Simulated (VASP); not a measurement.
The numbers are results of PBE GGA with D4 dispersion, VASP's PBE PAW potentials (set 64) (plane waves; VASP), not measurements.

A VASP calculation is set up with these files.

### KPOINTS
```
kpoints
0
G
  18 18 10
0 0 0
```

### POSCAR
```
Be
1.0
  1.1148192964  -1.9309234982   0.0000000000
  1.1148192964   1.9309234982   0.0000000000
  0.0000000000   0.0000000000   3.5020291238
Be
2
Cartesian
  1.1148192964   0.6436424533   0.8755072809
  1.1148192964  -0.6436424533   2.6265218428
```

### INCAR
```
LREAL = .FALSE.   ! projection in real space or not
SIGMA = 0.1
LASPH = .TRUE.   ! aspherical one-centre terms
IVDW = 13   ! D4
ALGO = Normal
SYSTEM = Be
LWAVE = .FALSE.
EDIFFG = -0.01   ! ionic stop
PREC = Accurate
ENCUT = 520   ! plane-wave cut-off (eV)
ISIF = 4   ! ions and shape, fixed volume
EDIFF = 1E-7   ! SCF stop (eV)
NSW = 30   ! most ionic steps
NELM = 100   ! most electronic steps
ISMEAR = 1   ! Methfessel-Paxton
LCHARG = .FALSE.
GGA = PE   ! PBE
IBRION = 2   ! conjugate gradients
```

POTCAR, in this order: Be (PBE.64 set). Program: vasp_std.

What VASP printed:

### OUTCAR
```
 ion  position               nearest neighbor table
   1  0.333  0.667  0.250-   2 2.17   2 2.17   2 2.17   2 2.17   2 2.17   2 2.17
   2  0.667  0.333  0.750-   1 2.17   1 2.17   1 2.17   1 2.17   1 2.17   1 2.17
  LATTYP: Found a hexagonal cell.
 ALAT       =     2.2296384504
 C/A-ratio  =     1.5706713002
 Subroutine PRICEL returns:
 Original cell was already a primitive cell.
 Subroutine GETGRP returns: Found 24 space group operations
The static configuration has the point symmetry D_3d.
 The point group associated with its full space group is D_6h.
The dynamic configuration has the point symmetry D_3d.
 Subroutine INISYM returns: Found 24 space group operations
 Subroutine IBZKPT returns following result:
 Found    222 irreducible k-points:

 Following reciprocal coordinates:
            Coordinates               Weight
  0.000000  0.000000  0.000000      1.000000
  0.055556  0.000000  0.000000      6.000000
  0.111111  0.000000  0.000000      6.000000
  0.166667  0.000000  0.000000      6.000000
  0.222222  0.000000  0.000000      6.000000
  0.277778 -0.000000  0.000000      6.000000
  0.333333  0.000000  0.000000      6.000000
  0.388889  0.000000  0.000000      6.000000
  0.444444  0.000000  0.000000      6.000000
  0.500000  0.000000  0.000000      3.000000
  0.055556  0.055556  0.000000      6.000000
  0.111111  0.055556  0.000000     12.000000
  0.166667  0.055556  0.000000     12.000000
  0.222222  0.055556  0.000000     12.000000
  0.277778  0.055556  0.000000     12.000000
  0.333333  0.055556  0.000000     12.000000
  0.388889  0.055556  0.000000     12.000000
  0.444444  0.055556  0.000000     12.000000
  0.111111  0.111111  0.000000      6.000000
  0.166667  0.111111  0.000000     12.000000
  0.222222  0.111111  0.000000     12.000000
  0.277778  0.111111  0.000000     12.000000
...
```

File OSZICAR:
```
       N       E                     dE             d eps       ncg     rms          rms(c)
DAV:   1    -0.259447060639E+01   -0.25945E+01   -0.17900E+03  2706   0.549E+02
DAV:   2    -0.754949332553E+01   -0.49550E+01   -0.47481E+01  4086   0.646E+01
DAV:   3    -0.758832829463E+01   -0.38835E-01   -0.38313E-01  3492   0.464E+00
DAV:   4    -0.758840540132E+01   -0.77107E-04   -0.77107E-04  3846   0.148E-01
DAV:   5    -0.758840545080E+01   -0.49486E-07   -0.49738E-07  3426   0.216E-03    0.127E+00
DAV:   6    -0.753512322000E+01    0.53282E-01   -0.77281E-03  3012   0.134E+00    0.783E-01
DAV:   7    -0.751471999971E+01    0.20403E-01   -0.81686E-03  3006   0.138E+00    0.317E-02
DAV:   8    -0.751469712279E+01    0.22877E-04   -0.14624E-05  3816   0.456E-02    0.108E-02
DAV:   9    -0.751469557352E+01    0.15493E-05   -0.31218E-06  3312   0.219E-02    0.955E-04
DAV:  10    -0.751469550039E+01    0.73128E-07   -0.33321E-09  3282   0.553E-04
   1 F= -.77524607E+01 E0= -.77524263E+01  d E =-.775246E+01
       N       E                     dE             d eps       ncg     rms          rms(c)
DAV:   1    -0.751565827449E+01   -0.96270E-03   -0.10267E-02  3378   0.681E-01    0.391E-02
DAV:   2    -0.751564837352E+01    0.99010E-05   -0.44347E-05  3228   0.625E-02    0.238E-02
DAV:   3    -0.751563986836E+01    0.85052E-05   -0.49680E-06  3630   0.139E-02    0.309E-04
DAV:   4    -0.751563987059E+01   -0.22227E-08   -0.39670E-08  2964   0.201E-03
   2 F= -.77534024E+01 E0= -.77533446E+01  d E =-.941741E-03
```

### OUTCAR
```
------------------------ aborting loop because EDIFF is reached ----------------------------------------
  Edisp (eV):   -0.23776
  FORCE on cell =-STRESS in cart. coord.  units (eV):
  Direction    XX          YY          ZZ          XY          YZ          ZX
  --------------------------------------------------------------------------------------
  Total       0.37424     0.37424     0.38408     0.00000     0.00000    -0.00000
  in kB      39.76858    39.76858    40.81397     0.00000     0.00000    -0.00000
  external pressure =       40.12 kB  Pullay stress =        0.00 kB
  volume of cell :       15.08
      direct lattice vectors                 reciprocal lattice vectors
     1.111806750 -1.925705613  0.000000000     0.449718443 -0.259645086 -0.000000000
     1.111806750  1.925705613  0.000000000     0.449718443  0.259645086 -0.000000000
     0.000000000 -0.000000000  3.521033003    -0.000000000  0.000000000  0.284007562
 POSITION                                       TOTAL-FORCE (eV/Angst)
 -----------------------------------------------------------------------------------
      1.11181      0.64190      0.88026        -0.000000     -0.000000      0.000000
      1.11181     -0.64190      2.64077         0.000000      0.000000      0.000000
 -----------------------------------------------------------------------------------
    total drift:                                0.000000     -0.000004      0.000005
  FREE ENERGIE OF THE ION-ELECTRON SYSTEM (eV)
  ---------------------------------------------------
  free  energy   TOTEN  =        -7.7534024163 eV

  energy  without entropy=       -7.7532289333  energy(sigma->0) =       -7.75334459

 reached required accuracy - stopping structural energy minimisation
```
(Selected blocks of OUTCAR.)

CONTCAR:
```
Be
   1.00000000000000
     1.1118067499921667   -1.9257056130307946    0.0000000000000000
     1.1118067499921667    1.9257056130307946    0.0000000000000000
     0.0000000000000000   -0.0000000000000000    3.5210330030579273
  Be
     2
Direct
     0.3333330000000032    0.6666669999999968    0.2500000000000000
     0.6666669999999968    0.3333330000000032    0.7500000000000000
```

The compound is Be in the hcp structure. This cell is one point of a volume scan, at 0.97 of the reference volume. Symmetry was kept, so distortions that lower it aren't found.
